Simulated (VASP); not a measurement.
VASP ran on this input.

KPOINTS:
```
Automatic
0
G
 6 6 6
```

POSCAR:
```
CsCl
1.0
  4.1780930000   0.0000000000   0.0000000000
  0.0000000000   4.1780930000   0.0000000000
  0.0000000000   0.0000000000   4.1780930000
Cs Cl
1 1
Direct
  0.0000000000   0.0000000000   0.0000000000
  0.5000000000   0.5000000000   0.5000000000
```

**INCAR**
```
# general
SYSTEM   =  CsCl
PREC     =  Accurate
ENCUT    =  300
LREAL    =  .False.
LASPH    =  .True.

# electronic loop
EDIFF    =  1E-6
NELM     =  100
ALGO     =  Normal
LMAXMIX  =  4

# smearing
ISMEAR   =  0
SIGMA    =  0.02

# functional
GGA      =  PE

# ions
ISIF     =  2

# output
LWAVE    =  .False.
LCHARG   =  .False.
```

POTCAR, in this order: Cs_sv Cl (PBE.64 set). Program: vasp_std.

Problem. Write an equivalent input for Quantum ESPRESSO's pw.x.

Solution. One equivalent input (not run):
```
&CONTROL
  calculation = 'scf'
  pseudo_dir = './pseudo'
  outdir = './out'
  tprnfor = .true.
  tstress = .true.
/
&SYSTEM
  ibrav = 0
  nat = 2
  ntyp = 2
  ecutwfc = 58
  occupations = 'smearing'
  smearing = 'gaussian'
  degauss = 0.00147
  input_dft = 'pbe'
/
&ELECTRONS
  conv_thr = 7.3e-08
  electron_maxstep = 100
/
ATOMIC_SPECIES
  Cs 132.905 Cs.upf
  Cl 35.450 Cl.upf
CELL_PARAMETERS angstrom
     4.1780930    0.0000000    0.0000000
     0.0000000    4.1780930    0.0000000
     0.0000000    0.0000000    4.1780930
ATOMIC_POSITIONS crystal
  Cs   0.0000000  0.0000000  0.0000000
  Cl   0.5000000  0.5000000  0.5000000
K_POINTS automatic
  6 6 6 0 0 0
```
Limits of the translation: the potentials are each code's own (VASP's PAW set, PseudoDojo norm-conserving files in pw.x), so ENCUT and ecutwfc are chosen apart and not converted; conv_thr bounds pw.x's estimated SCF error, while EDIFF bounds the energy change between steps.

The structure comes from a computed database's CsCl entry; how it stands against other phases isn't given here. The cell was not relaxed at this level. The run is one of a series of settings (AEXX removed, HFRCUT removed, ISYM removed, LHFCALC removed, PRECFOCK removed against the base run), some of them coarse on purpose.
